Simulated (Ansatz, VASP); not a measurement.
## Ta (Tantalum) in two plane-wave programs

Wanted: the spread between two codes on one cell, functional and k mesh. The cell is a member of a volume series, scaled by 0.985 from a relaxed one, so a pressure remains.

Method: plane waves, with VASP 6.6.1 beside it; single point at r2SCAN, in Ansatz 0.2.0.

## (1) The structure

Symmetry: Im-3m, No. 229, cubic system. Conventional cell: a = 3.291 Å, b = 3.291 Å, c = 3.291 Å, α = 90.00°, β = 90.00°, γ = 90.00°. Nearest to Ta lie 8 Ta at 2.85 Å.

## (2) VASP: single point, r2SCAN, volume scaled by 0.985

A single point gives forces, pressure and levels at one fixed geometry, so differences don't come from the geometry; what else differs is listed under the comparison.

Lines of VASP's logs that name or quote its potential files are left out, and so is its time.

The input asks for a relaxation, which ended at its first step since no free force or stress exceeded the threshold; so it serves as a single point.

INCAR reads:

```
SYSTEM = Ta
PREC = Accurate
ENCUT = 450
EDIFF = 1E-06
NELM = 100
ISMEAR = 1
SIGMA = 0.1
LREAL = .FALSE.
ALGO = Normal
METAGGA = R2SCAN
LASPH = .TRUE.
NBANDS = 11
LORBIT = 11
LWAVE = .FALSE.
LCHARG = .FALSE.
KPAR = 2
IBRION = 2
NSW = 30
ISIF = 4
EDIFFG = -0.01
```

POSCAR reads:

```
Ta
1.0
   -1.6454823166      1.6454823166      1.6454823166
    1.6454823166     -1.6454823166      1.6454823166
    1.6454823166      1.6454823166     -1.6454823166
Ta
1
Direct
    0.0000000000      0.0000000000      0.0000000000
```

KPOINTS reads:

```
Automatic mesh
0
Gamma
12 12 12
0 0 0
```

PAW data sets: Ta_pv (PBE family, release 64).

Run with:

```
mpirun -np 2 vasp_std
```

Numbers of over 12 decimals in the logs are rounded to 6 here.

The log of the run:

```text
[banner, memory and clock lines left out]
running    2 mpi-ranks, on    1 nodes
 distrk:  each k-point on    1 cores,    2 groups
 distr:  one band on    1 cores,    1 groups

 POSCAR found type information on POSCAR Ta
 POSCAR found :  1 types and       1 ions
|                                                                             |
|               ----> ADVICE to this user running VASP <----                  |
|                                                                             |
|     You enforced a specific xc type in the INCAR file but a different       |
|     [... a line on the potential file left out ...]
|     I HOPE YOU KNOW WHAT YOU ARE DOING!                                     |
|                                                                             |

 LDA part: xc-table for (None), standard interpolation
 POSCAR, INCAR and KPOINTS ok, starting setup
 FFT: planning ... GRIDC
 FFT: planning ... GRID_SOFT
 FFT: planning ... GRID
 WAVECAR not read
 entering main loop
       N       E                     dE             d eps       ncg     rms          rms(c)
DAV:   1     0.127476204063E+02    0.12748E+02   -0.60098E+03  1592   0.886E+02
DAV:   2    -0.509725954868E+02   -0.63720E+02   -0.62310E+02  1703   0.238E+02
DAV:   3    -0.518659772034E+02   -0.89338E+00   -0.86689E+00  1968   0.276E+01
DAV:   4    -0.518697032768E+02   -0.37261E-02   -0.37198E-02  1722   0.172E+00
DAV:   5    -0.518697150595E+02   -0.11783E-04   -0.11773E-04  1891   0.986E-02    0.146E+01
DAV:   6    -0.485958001396E+02    0.32739E+01   -0.96756E-01  1644   0.121E+01    0.619E+00
DAV:   7    -0.485595982113E+02    0.36202E-01   -0.16913E-01  1761   0.472E+00    0.110E+00
DAV:   8    -0.485642971225E+02   -0.46989E-02   -0.13359E-02  1792   0.119E+00    0.364E-01
DAV:   9    -0.485647155155E+02   -0.41839E-03   -0.35726E-03  1656   0.594E-01    0.101E-01
DAV:  10    -0.485646361670E+02    0.79348E-04   -0.20080E-04  1770   0.160E-01    0.380E-02
DAV:  11    -0.485646272305E+02    0.89365E-05   -0.19465E-06  1761   0.146E-02    0.203E-03
DAV:  12    -0.485646280189E+02   -0.78839E-06   -0.24690E-07   915   0.493E-03
   1 F= -.48564628E+02 E0= -.48564005E+02  d E =-.485646E+02
 curvature:   0.00 expect dE= 0.000E+00 dE for cont linesearch  0.000E+00
 trial: gam= 0.00000 g(F)=  0.322E-63 g(S)=  0.540E-33 ort = 0.000E+00 (trialstep = 0.100E+01)
 search vector abs. value=  0.100E-09
 reached required accuracy - stopping structural energy minimisation
```

Parts of OUTCAR (step 2):

```text
ion  position               nearest neighbor table
   1  0.000  0.000  0.000-

  LATTYP: Found a body centered cubic cell.
 ALAT       =     3.2909646332

 Subroutine GETGRP returns: Found 48 space group operations
 (whereof 48 operations were pure point group operations)

The static configuration has the point symmetry O_h .

 Found     72 irreducible k-points:

   k-points           NKPTS =     72   k-points in BZ     NKDIM =     72   number of bands    NBANDS=     11

   dimension x,y,z NGX =    20 NGY =   20 NGZ =   20
   dimension x,y,z NGXF=    40 NGYF=   40 NGZF=   40

   ENCUT  =  450.0 eV  33.07 Ry    5.75 a.u.   4.93  4.93  4.93*2*pi/ulx,y,z

   NELECT =      11.0000    total number of electrons

 k-points in reciprocal lattice and weights: Automatic mesh
   0.00000000  0.00000000  0.00000000       0.001
   0.08333333  0.00000000  0.00000000       0.007
   0.16666667  0.00000000  0.00000000       0.007
   0.25000000  0.00000000  0.00000000       0.007
   0.33333333  0.00000000  0.00000000       0.007
   0.41666667  0.00000000  0.00000000       0.007
   0.50000000  0.00000000  0.00000000       0.003
   0.08333333  0.08333333  0.00000000       0.014
   0.16666667  0.08333333  0.00000000       0.028
[...]
0.50000000  0.50000000  0.41666667       0.007
   0.50000000  0.50000000  0.50000000       0.001

 average (electrostatic) potential at core
       1 -41.9983

 E-fermi :   5.3592

 k-point     1 :       0.0000    0.0000    0.0000
  band No.  band energies     occupation
      1     -28.7545      2.00000
      2     -28.7545      2.00000
      3     -28.7545      2.00000
      4      -2.9587      2.00000
      5       6.2563     -0.00000
      6       6.2563     -0.00000
      7       6.2563     -0.00000
      8       9.7861      0.00000
      9       9.7861      0.00000
    ...

 k-point     2 :       0.0833    0.0000    0.0000
  band No.  band energies     occupation
      1     -28.8480      2.00000
      2     -28.7828      2.00000
      3     -28.7550      2.00000
      4      -2.6325      2.00000
      5       6.0426     -0.00000
      6       6.1820     -0.00000
      7       6.5750     -0.00000
      8       9.4590      0.00000
      9       9.7853      0.00000
    ...

 k-point     3 :       0.1667    0.0000    0.0000
  band No.  band energies     occupation
      1     -29.0972      2.00000
      2     -28.8595      2.00000
      3     -28.7566      2.00000
      4      -1.7334      2.00000
      5       5.5095     -0.05497
      6       5.8374     -0.00000
      7       7.5082      0.00000
      8       9.0505      0.00000
      9       9.8221      0.00000
    ...

  Total        0.3132756      0.3132756      0.3132756      0.0000000      0.0000000      0.0000000
  in kB       28.1642045     28.1642045     28.1642045      0.0000000      0.0000000      0.0000000
  external PRESSURE =      28.1642045 kB  Pullay stress =       0.0000000 kB

  energy-cutoff  :      450.00
  volume of cell :       17.82
      direct lattice vectors                 reciprocal lattice vectors
    -1.645482317  1.645482317  1.645482317     0.000000000  0.303862275  0.303862275
     1.645482317 -1.645482317  1.645482317     0.303862275  0.000000000  0.303862275
     1.645482317  1.645482317 -1.645482317     0.303862275  0.303862275  0.000000000

 POSITION                                       TOTAL-FORCE (eV/Angst)
 -----------------------------------------------------------------------------------
      0.00000      0.00000      0.00000        -0.000000     -0.000000      0.000000
 -----------------------------------------------------------------------------------
    total drift:                                0.000000      0.000000      0.000000

  FREE ENERGIE OF THE ION-ELECTRON SYSTEM (eV)
  ---------------------------------------------------
  free  energy   TOTEN  =       -48.5646280189 eV

  energy  without entropy=      -48.5627578374  energy(sigma->0) =      -48.56400463

 reached required accuracy - stopping structural energy minimisation

 total charge
# of ion       s       p       d       tot
------------------------------------------
    1        0.384   6.181   2.407   8.971

[... 3 further parts left out ...]
```

## (3) Ansatz: single point, r2SCAN, volume scaled by 0.985

Ansatz runs on its default PAW (the set named soft_2) files.

The same cell, functional, mesh and smearing now go to Ansatz, which takes its cutoff from its data sets.

input.yaml reads:

```yaml
crystal:
  lattice:
    - [-1.64548232, 1.64548232, 1.64548232]
    - [1.64548232, -1.64548232, 1.64548232]
    - [1.64548232, 1.64548232, -1.64548232]
  atoms:
    - { symbol: Ta, position: [0.0, 0.0, 0.0] }
hamiltonian:
  xc: r2scan
  pseudopotentials: { kind: paw }
kpoints:
  mp_grid: { grid: [12, 12, 12] }
scf:
  occupations: { method: methfessel_paxton, width: 0.1 }
  n_extra_bands: 4
output:
  forces: true
  stress: true
  eigenvalues: true
```

Run with:

```
ansatz run input.yaml --threads 2 --pin off --max-ram 4608MiB --backend cpu --events-out ev --progress --plain --runs-dir out
```

The log of the run:

```text
scf.n_extra_bands = 4 over 7 filled bands (N_el = 13.0): the run solves 11 bands
Engine: ansatz 0.2.0, aarch64-unknown-linux-gnu
Pseudopotentials: kind: paw
Pseudopotential: Ta, paw, valence charge 13, recommended cutoff 500 eV (meta_gga), Ta.paw.azcp
Functional definition: r2SCAN
  parameter k0 = 0.174
  parameter k1 = 0.065
  parameter a1 = 4.9479
  exchange = r2scan_x(k0 = k0, k1 = k1, a1 = a1)
  correlation = r2scan_c
Crystal: 1 atoms, lattice volume = 17.821 Å³
Basis set: ecut = 500 eV, 459 PW (Γ), exchange–correlation on 96×96×96 points (64 copies of the dense FFT grid, shifted against one another)
Bands: 11, of which v1, the nominal top of the filled ones, is band 7 counted from 1 (6 counted from 0)
Symmetry: 48 space group operations
Space group: Im-3m (ITA 229), of the structure as read, at distance tolerance 2.6e-5 Å
k-points: 72 of 1728
Non-local potential: Ta, projectors of the file, l = 0: 3, l = 1: 2, l = 2: 2, l = 3: 1
PAW form: soft (Blöchl's): semilocal exchange-correlation on the pseudo side does not see the compensation charge
PAW frozen core: Ta, regenerated for the run's functional (the file was generated under x = pbe(κ = 0.804, μ = 0.219515), c = pbe(β = 0.066725))
PAW one-centre angular grid: Ta, 590 points (default); XC on 160 Gauss nodes
Initial density: superposition of atomic densities (neutral atoms: chi_scale 0, normalization atom), corrected by the library's trained network
Initial wavefunctions: pseudopotential atomic-orbital guess
Functional: x = r2scan, c = r2scan; τ floored in thin density (d = 2e-4 eV/Å³)
SCF iter   1: F=—  HF=-9944.286207 eV  |F-HF|=—  |Δ(HF+E_count)|=         —  Δρ=6.22e-3  dr2=1.83e-3  dr2_τ=1.56e-2  ethr=1.77e-3  ⟨swp⟩=5.4  Hψ=4756  notcnv=0
preconditioner: auto → none  [metal: Δε(μ)=0.026 eV  Ē_g=8.854 eV  σ=0.100 eV  W_gap=0.21  n_scr=0 (ndim 8)  ℏωp=19.7 eV  f_vac=0.000  D(μ)=2.53/eV (n_scr^D=42)]
SCF iter   2: F=—  HF=-9944.303546 eV  |F-HF|=—  |Δ(HF+E_count)|=   1.73e-2  S|Δr|=    0.00e0  Δρ=3.44e-3  dr2=5.59e-4  dr2_τ=2.22e-4  ethr=1.41e-5  ⟨swp⟩=2.1  Hψ=1960  notcnv=0  defer=19
SCF iter   3: F=—  HF=-9944.304275 eV  |F-HF|=—  |Δ(HF+E_count)|=   7.29e-4  S|Δr|=    0.00e0  Δρ=7.63e-4  dr2=2.68e-5  dr2_τ=2.09e-5  ethr=4.30e-6  ⟨swp⟩=3.0  Hψ=1263  notcnv=0  defer=19
SCF iter   4: F=—  HF=-9944.304304 eV  |F-HF|=—  |Δ(HF+E_count)|=   2.91e-5  S|Δr|=    0.00e0  Δρ=5.06e-5  dr2=1.36e-7  dr2_τ=1.68e-7  ethr=2.06e-7  ⟨swp⟩=3.0  Hψ=1235  notcnv=0  defer=19
SCF iter   5: F=-9944.304304 eV  HF=-9944.304304 eV  |F-HF|=1.17e-8  |Δ(HF+E_count)|=   1.10e-7  S|Δr|=    0.00e0  Δρ=1.51e-5  dr2=9.62e-9  dr2_τ=5.28e-9  ethr=7.69e-10  ⟨swp⟩=6.9  Hψ=3642  notcnv=0
SCF 1 converged in 5 iterations: F = -9944.304304 eV  dr2 = 9.62e-9
  greatest PAW one-centre occupation: 0.998 electrons in one spin orbital (limit 2), on the Ta atom at site 0 (counted from 0), in its partial waves of l = 0
SCF converged after 5 iterations
Stability not checked: this state was not tested for a lower state beside it, because cold or Methfessel-Paxton smearing, or corrected tetrahedra, fill the levels in a way that the test cannot read (fill_not_monotonic; see scf.lower_state_search)
Free energy (F): -9944.304304 eV
Harris-Foulkes:  -9944.304304 eV  (|F-HF|=1.17e-8)
Internal energy: -9944.302438 eV  (E = F + TS)
E sigma→0 (E₀):  -9944.303838 eV
Entropy (-TS):   -0.001866 eV (-1.866 meV/atom)
Fermi energy:    18.657819 eV
--- Per-component energies (eV) ---
  E_band       = -113.285896
  E_kinetic    = 367.448909
  E_local      = -541.739387  (includes V_loc(G=0)·N_el)
  E_nonlocal   = 15.208243
  E_hartree    = 188.738677
  E_xc         = -204.563777
  E_vxc        = -222.314425  (∫ρ·V_xc dr)
  E_paw        = -8423.103257  (= ΣΔE_a)
  E_vpaw       = -120.619194  (= ΣTr[D̂ρ^β])
  E_aug_tail   = 0.000083  (compensation charges beyond the density's cutoff)
  E_vtau       = 11.251582  (kinetic-family band-sum trace: ∫τ·v_τ [+ j·A + Jᵃ·Aᵃ] dr)
  E_ewald      = -1345.535648
  E_core_change = -0.756280  (= ΣΔE_core)
  E_smearing   = -0.001866  (= −TS)
  E_closure    = -0.000000  (closes the sum)
  Σ components = -9944.304304   (vs F -9944.304304, Δ=0.00e0)
--- Forces (eV/Å), atoms counted from 1 ---
  atom   1  Ta     0.00000000     0.00000000    -0.00000000
  max |Σ_I F_I| component: 2.62e-32 eV/Å
--- Stress (GPa, compression-positive) ---
        2.143797       0.000000      -0.000000
        0.000000       2.143797      -0.000000
        0.000000      -0.000000       2.143797
  P = ⅓ Tr σ = 2.1438 GPa (21.438 kbar)
--- Band table (eV; the first three rows and the last of 72) ---
  k-point 0: bands = [... 3 lower, -15.4000, 10.3761, 19.5553, 19.5553, 19.5553, 23.0823, 23.0823, 34.0336]
  k-point 1: bands = [... 3 lower, -15.4005, 10.7000, 19.3417, 19.4809, 19.8736, 22.7521, 23.0807, 34.3182]
  k-point 2: bands = [... 3 lower, -15.4020, 11.5934, 18.8094, 19.1360, 20.8054, 22.3428, 23.1162, 34.8100]
  k-point 71: bands = [... 3 lower, -16.2843, 14.7028, 14.7028, 25.9178, 25.9178, 25.9178, 27.7817, 27.7817]
```

Run time: 2.1 s. Hardware: 2 threads of Arm Neoverse N1, shared host; peak memory 0.33 GiB; 3.7 s of CPU time.

In the SCF lines HF is the Harris–Foulkes energy and dr2 the Hartree energy of the density residual, in eV; the loop may stop once dr2 is under the threshold and the program's other checks hold. Hψ counts applications of the Hamiltonian.

The run ends at a pressure of 2.14 GPa.

## (4) Comparison

Known differences besides the potentials themselves: VASP keeps PBE cores, Ansatz makes them for the functional; the data sets hold 13 valence electrons in Ansatz (default PAW (the set named soft_2) files) and 11 in VASP; the cutoff is 500 eV in Ansatz and 450 eV in VASP. Total energies have different zeros and are not compared.

Compared:

| quantity | Ansatz | VASP | difference |
| --- | --- | --- | --- |
| pressure (GPa) | 2.14 | 2.82 | -0.67 |
| pressure without Ansatz's Pulay correction (GPa) | 2.08 | 2.82 | -0.73 |

Ansatz's pressure holds a Pulay correction of 0.06 GPa; VASP's holds none.

## (5) What came out

```yaml
difference_in_pressure_single_point_r2scan_volume_scaled_by_0p985: -0.67 GPa
```

In words: The difference in pressure is -0.67 GPa (single point, r2SCAN, volume scaled by 0.985), within the 1 GPa picked in this series as the mark of a large difference. How closely two codes agree says nothing of how well the functional describes the real material.

[Lines on the potential files, build, host, timing and source positions are cut from VASP's logs without a mark.]

[Logs are printed without paths, hosts, clocks, repeated set-up lines and the standing remarks that a program may print on its own settings, such as how far it seeks lower states.]

[Hosts, paths, dates, database ids (printed as entryN), source tags and the programs' standing remarks are cut or masked in the printed files.]
